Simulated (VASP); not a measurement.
A run of VASP 6.6.1 is set up as follows.

Contents of INCAR:

```
SYSTEM = Be2Al5
  PREC = Accurate
  ENCUT = 520
  EDIFF = 1E-7
  ISMEAR = -1
  SIGMA = 0.05
  LREAL = .FALSE.
  LASPH = .TRUE.
  NELM = 100
  ALGO = Normal
  ISIF = 2
  LWAVE = .FALSE.
  LCHARG = .TRUE.
  GGA = PE
  LELF = .TRUE.
  LVHAR = .TRUE.
  NBANDS = 18
```

File KPOINTS:

```
Automatic mesh
0
G
  4 4 10
  0 0 0
```

File POSCAR:

```
Be2Al5
1.0
    6.4105600000      0.0000000000      0.0000000000
    0.0000000000      6.4105600000      0.0000000000
    0.0000000000      0.0000000000      2.6880600000
Be Al
2 5
Direct
    0.5000000000      0.0000000000      0.0000000000
    0.0000000000      0.5000000000      0.0000000000
    0.7906600000      0.7906600000      0.5000000000
    0.2093400000      0.2093400000      0.5000000000
    0.2093400000      0.7906600000      0.5000000000
    0.7906600000      0.2093400000      0.5000000000
    0.5000000000      0.5000000000      0.5000000000
```

Potentials or basis: VASP PAW PBE potentials, release 64 (Be, Al).

The run is started by

```bash
$ cat potpaw_PBE.64/Be/POTCAR potpaw_PBE.64/Al/POTCAR > POTCAR
$ mpirun -np 1 vasp_std > vasp.out
```

Problem. Estimate the band gap on the k mesh.

Solution. None (metal or under the smearing width).

Problem. Estimate the pressure.

Solution. 0.1 GPa.

Problem. Estimate the largest force.

Solution. 0.056 eV/Å.

Stress tensor (GPa, compression positive):
```
-0.77  0.00  0.00
 0.00 -0.77  0.00
 0.00  0.00  1.96
```
